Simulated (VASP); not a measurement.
Calculation: SCAN meta-GGA, VASP's PBE PAW potentials (set 64) (plane waves; VASP).

A VASP calculation is set up with these files.

### INCAR
```
SYSTEM = NaCl
PREC = Accurate
ENCUT = 520
EDIFF = 1E-6
NELM = 100
ALGO = Normal
LREAL = .FALSE.
LASPH = .TRUE.
ISMEAR = 0
SIGMA = 0.05
METAGGA = SCAN
LMIXTAU = .TRUE.
LWAVE = .FALSE.
LCHARG = .FALSE.
IBRION = 2
ISIF = 3
NSW = 60
EDIFFG = -0.01
```

### KPOINTS
```
Automatic
0
Gamma
  7 7 7
```

POSCAR:
```
NaCl
1
   -0.0000000000     2.7846836753     2.7846836753
    2.7846836753     0.0000000000     2.7846836753
    2.7846836753     2.7846836753     0.0000000000
Na Cl
1 1
Direct
  0.0000000000   0.0000000000   0.0000000000
  0.5000000000   0.5000000000   0.5000000000
```

POTCAR, in this order: Na_pv Cl (PBE.64 set). Program: vasp_std.

Output of the run:

File OUTCAR:
```
 ion  position               nearest neighbor table
   1  0.000  0.000  0.000-
   2  0.500  0.500  0.500-
  LATTYP: Found a face centered cubic cell.
 ALAT       =     5.5693673506
 Subroutine PRICEL returns:
 Original cell was already a primitive cell.
 Subroutine GETGRP returns: Found 48 space group operations
The static configuration has the point symmetry O_h .
The dynamic configuration has the point symmetry O_h .
 Subroutine INISYM returns: Found 48 space group operations
 Subroutine IBZKPT returns following result:
 Found     20 irreducible k-points:

 Following reciprocal coordinates:
            Coordinates               Weight
  0.000000  0.000000  0.000000      1.000000
  0.142857  0.000000  0.000000      8.000000
  0.285714  0.000000  0.000000      8.000000
  0.428571  0.000000  0.000000      8.000000
  0.142857  0.142857  0.000000      6.000000
  0.285714  0.142857  0.000000     24.000000
  0.428571  0.142857  0.000000     24.000000
 -0.428571  0.142857  0.000000     24.000000
 -0.285714  0.142857  0.000000     24.000000
 -0.142857  0.142857  0.000000     12.000000
  0.285714  0.285714  0.000000      6.000000
  0.428571  0.285714  0.000000     24.000000
 -0.428571  0.285714  0.000000     24.000000
 -0.285714  0.285714  0.000000     12.000000
  0.428571  0.428571  0.000000      6.000000
 -0.428571  0.428571  0.000000     12.000000
  0.428571  0.285714  0.142857     24.000000
 -0.428571  0.285714  0.142857     48.000000
 -0.428571  0.428571  0.142857     24.000000
 -0.285714  0.428571  0.142857     24.000000
   k-points           NKPTS =     20   k-points in BZ     NKDIM =     20   number of bands    NBANDS=     11
   number of dos      NEDOS =    301   number of ions     NIONS =      2
   total plane-waves  NPLWV =  27000
   dimension x,y,z NGX =    30 NGY =   30 NGZ =   30
...
```

**OSZICAR**
```
       N       E                     dE             d eps       ncg     rms          rms(c)
DAV:   1     0.834909230390E+02    0.83491E+02   -0.74203E+03   443   0.130E+03
DAV:   2    -0.103712652342E+02   -0.93862E+02   -0.89506E+02   501   0.283E+02
DAV:   3    -0.183067426471E+02   -0.79355E+01   -0.78931E+01   532   0.837E+01
DAV:   4    -0.184596533787E+02   -0.15291E+00   -0.15275E+00   497   0.124E+01
DAV:   5    -0.184633254578E+02   -0.36721E-02   -0.36719E-02   574   0.192E+00    0.222E+00
DAV:   6    -0.160299921851E+02    0.24333E+01   -0.78410E-01   461   0.102E+01    0.219E+00
DAV:   7    -0.161004636555E+02   -0.70471E-01   -0.19393E-01   458   0.655E+00    0.742E-01
DAV:   8    -0.165756847390E+02   -0.47522E+00   -0.28586E-01   440   0.554E+00    0.916E-01
DAV:   9    -0.162769732225E+02    0.29871E+00   -0.95574E-02   440   0.398E+00    0.537E-01
DAV:  10    -0.163023459965E+02   -0.25373E-01   -0.39420E-02   440   0.267E+00    0.251E-01
DAV:  11    -0.162847861279E+02    0.17560E-01   -0.12572E-02   440   0.176E+00    0.159E-01
DAV:  12    -0.162849862821E+02   -0.20015E-03   -0.52713E-05   592   0.105E-01    0.164E-01
DAV:  13    -0.162853261591E+02   -0.33988E-03   -0.10781E-03   440   0.466E-01    0.134E-02
DAV:  14    -0.162856253763E+02   -0.29922E-03   -0.17530E-04   440   0.193E-01    0.230E-02
DAV:  15    -0.162855732686E+02    0.52108E-04   -0.37777E-05   440   0.942E-02    0.118E-02
DAV:  16    -0.162855659466E+02    0.73220E-05   -0.90414E-06   452   0.446E-02    0.377E-03
DAV:  17    -0.162855447113E+02    0.21235E-04   -0.21433E-06   449   0.197E-02    0.118E-03
DAV:  18    -0.162855443785E+02    0.33283E-06   -0.77423E-07   440   0.132E-02
   1 F= -.16285544E+02 E0= -.16285544E+02  d E =-.162855E+02
```

OUTCAR:
```
------------------------ aborting loop because EDIFF is reached ----------------------------------------
  FORCE on cell =-STRESS in cart. coord.  units (eV):
  Direction    XX          YY          ZZ          XY          YZ          ZX
  --------------------------------------------------------------------------------------
  Total        0.0172213      0.0172213      0.0172213      0.0000000     -0.0000000     -0.0000000
  in kB        0.6388792      0.6388792      0.6388792      0.0000000     -0.0000000     -0.0000000
  external PRESSURE =       0.6388792 kB  Pullay stress =       0.0000000 kB
  volume of cell :       43.19
      direct lattice vectors                 reciprocal lattice vectors
     0.000000000  2.784683675  2.784683675    -0.179553608  0.179553608  0.179553608
     2.784683675  0.000000000  2.784683675     0.179553608 -0.179553608  0.179553608
     2.784683675  2.784683675  0.000000000     0.179553608  0.179553608 -0.179553608
  FREE ENERGIE OF THE ION-ELECTRON SYSTEM (eV)
  ---------------------------------------------------
  free  energy   TOTEN  =       -16.2855443785 eV

  energy  without entropy=      -16.2855443785  energy(sigma->0) =      -16.28554438

 reached required accuracy - stopping structural energy minimisation
```
(Selected blocks of OUTCAR.)

The compound is NaCl in the rock salt structure. It was relaxed first. The start is the result of an earlier pass.
